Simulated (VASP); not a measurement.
# GePt (relaxed from the WC structure, space group P-6m2): computed properties

All values below come from r2SCAN meta-GGA, VASP's PBE PAW potentials (set 64) (plane waves; VASP).

```yaml
space_group: P-6m2 (187)
cell: a = b = 3.706 Å, c = 2.893 Å, α = β = 90.00°, γ = 120.00°
volume_per_atom: 17.21 Å^3/atom
band gap (over mesh and band path): none (metal, semimetal or under 0.01 eV)
density: 12.92 g/cm³
```

```cif
data_GePt
_chemical_formula_sum 'Pt1 Ge1'
_space_group_name_H-M_alt 'P-6m2'
_space_group_IT_number 187
_space_group_name_Hall 'P -6 2'
_cell_length_a 3.70617
_cell_length_b 3.70617
_cell_length_c 2.89338
_cell_angle_alpha 90.000
_cell_angle_beta 90.000
_cell_angle_gamma 120.000
loop_
_atom_site_label
_atom_site_type_symbol
_atom_site_symmetry_multiplicity
_atom_site_Wyckoff_symbol
_atom_site_fract_x
_atom_site_fract_y
_atom_site_fract_z
_atom_site_occupancy
Pt1 Pt 1 a 0.00000 0.00000 0.00000 1
Ge1 Ge 1 f 0.66667 0.33333 0.50000 1
```

Unless said otherwise, spin-orbit coupling is left out, though it shifts the bands of the heavy elements here.

The structure was generated: GePt was put into the WC type (P-6m2), which need not be its known phase. It was relaxed first. Symmetry was kept, so distortions that lower it aren't found.
